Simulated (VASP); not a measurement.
Given:

```xyz
2
Lattice="2.8888 0.0000 0.0000 -1.4444 2.5018 0.0000 0.0000 0.0000 4.7801" Properties=species:S:1:pos:R:3 pbc="T T T"
Ag     0.0000     1.6678     1.1950
Ag     1.4444     0.8339     3.5851
```

These are r2SCAN meta-GGA with spin-orbit coupling, VASP's PBE PAW potentials (set 64) (plane waves; VASP) values and carry that method's errors. Settings: 400 eV cut-off, 13×13×7 Γ-centred mesh, Gaussian smearing of 0.050 eV, potentials Ag.

Question: Estimate the energy per atom (σ→0), band gap (over mesh and band path) with the smallest direct gap where there is one.

Answer: 
The band gap (over mesh and band path) is none (metal, semimetal or under 0.01 eV) and the energy per atom (σ→0) comes out as -21.382 eV/atom.

Total energies compare only between runs with the same potentials, cut-off and functional.

The structure comes from a computed database's Ag entry (P6_3/mmc); how it stands against other phases isn't given here. It was relaxed first.
